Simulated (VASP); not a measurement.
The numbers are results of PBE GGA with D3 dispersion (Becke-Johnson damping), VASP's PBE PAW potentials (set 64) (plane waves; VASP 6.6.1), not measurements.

Input for VASP

**POSCAR**
```
TiCo
5.9202570
  0.5000000110   0.0000000000   0.0000000000
  0.0000000000   0.5000000110   0.0000000000
  0.0000000000   0.0000000000   0.5000000110
Ti Co
1 1
direct
  0.0000000000   0.0000000000   0.0000000000
  0.5000000000   0.5000000000   0.5000000000
```

KPOINTS:
```
Automatic mesh
0
G
 12 12 12
0 0 0
```

**INCAR**
```
! general
SYSTEM =TiCo
PREC   =Accurate
ENCUT  =520
LREAL  =.FALSE.
LASPH  =.TRUE.   ! aspherical one-centre terms

! electronic loop
EDIFF  =1E-7
NELM   =100   ! most electronic steps
ALGO   =Normal   ! blocked Davidson
LMAXMIX=4   ! l cut-off of mixed one-centre charges

! smearing
ISMEAR =1
SIGMA  =0.1   ! width (eV)

! functional
GGA    =PE   ! PBE
IVDW   =12

! ions
ISIF   =2   ! forces and stress, cell fixed

! output
LWAVE  =.FALSE.
LCHARG =.FALSE.
```

POTCAR, in this order: Ti_sv Co (PBE.64 set). Program: vasp_std.

What VASP printed:

OSZICAR:
```
       N       E                     dE             d eps       ncg     rms          rms(c)
DAV:   1     0.149926978117E+03    0.14993E+03   -0.10486E+04  2352   0.188E+03
DAV:   2    -0.874480781552E+01   -0.15867E+03   -0.15620E+03  2388   0.408E+02
DAV:   3    -0.176756239200E+02   -0.89308E+01   -0.88637E+01  3908   0.106E+02
DAV:   4    -0.178979337553E+02   -0.22231E+00   -0.22161E+00  2780   0.139E+01
DAV:   5    -0.179089357540E+02   -0.11002E-01   -0.11001E-01  3556   0.273E+00    0.134E+01
DAV:   6    -0.161315278522E+02    0.17774E+01   -0.13617E+01  2896   0.564E+01    0.702E+00
DAV:   7    -0.182806882067E+02   -0.21492E+01   -0.27995E+01  3864   0.508E+01    0.222E+01
DAV:   8    -0.156180362690E+02    0.26627E+01   -0.15778E+01  3516   0.390E+01    0.166E+00
DAV:   9    -0.156493526680E+02   -0.31316E-01   -0.29069E-01  3278   0.535E+00    0.190E+00
DAV:  10    -0.156342095628E+02    0.15143E-01   -0.88630E-02  3504   0.376E+00    0.457E-01
DAV:  11    -0.156327575520E+02    0.14520E-02   -0.75351E-03  3002   0.106E+00    0.267E-01
DAV:  12    -0.156323390121E+02    0.41854E-03   -0.16961E-03  3682   0.376E-01    0.772E-02
DAV:  13    -0.156322677043E+02    0.71308E-04   -0.18598E-04  2842   0.131E-01    0.372E-02
DAV:  14    -0.156322595662E+02    0.81381E-05   -0.56867E-05  3410   0.666E-02    0.645E-03
DAV:  15    -0.156322596715E+02   -0.10531E-06   -0.29430E-06  2682   0.228E-02    0.104E-03
DAV:  16    -0.156322597877E+02   -0.11617E-06   -0.10417E-07  1770   0.379E-03    0.544E-04
DAV:  17    -0.156322597835E+02    0.41996E-08   -0.14830E-08  1338   0.183E-03
   1 F= -.16738240E+02 E0= -.16737731E+02  d E =-.152462E-02
```

### OUTCAR
```
------------------------ aborting loop because EDIFF is reached ----------------------------------------
 Edisp (eV)   -1.10598
  FORCE on cell =-STRESS in cart. coord.  units (eV):
  Direction    XX          YY          ZZ          XY          YZ          ZX
  --------------------------------------------------------------------------------------
  Total      -0.89171    -0.89171    -0.89171    -0.00000     0.00000    -0.00000
  in kB     -55.08136   -55.08136   -55.08136    -0.00000     0.00000    -0.00000
  external pressure =      -55.08 kB  Pullay stress =        0.00 kB
  volume of cell :       25.94
      direct lattice vectors                 reciprocal lattice vectors
     2.960128565  0.000000000  0.000000000     0.337823165  0.000000000  0.000000000
     0.000000000  2.960128565  0.000000000     0.000000000  0.337823165  0.000000000
     0.000000000  0.000000000  2.960128565     0.000000000  0.000000000  0.337823165
 POSITION                                       TOTAL-FORCE (eV/Angst)
 -----------------------------------------------------------------------------------
      0.00000      0.00000      0.00000         0.000000      0.000000      0.000000
      1.48006      1.48006      1.48006         0.000000      0.000000      0.000000
 -----------------------------------------------------------------------------------
    total drift:                                0.000000      0.000000     -0.000000
  FREE ENERGIE OF THE ION-ELECTRON SYSTEM (eV)
  ---------------------------------------------------
  free  energy   TOTEN  =       -16.7382396943 eV

  energy  without entropy=      -16.7367150766  energy(sigma->0) =      -16.73773149
```
(Selected blocks of OUTCAR.)

The compound is TiCo in the CsCl type structure. This cell is one point of a volume scan, at 1.03 of the reference volume. The run is not spin-polarised, so no magnetic state was tried. The electron count is odd and the run is not spin-polarised, which forces a metal.
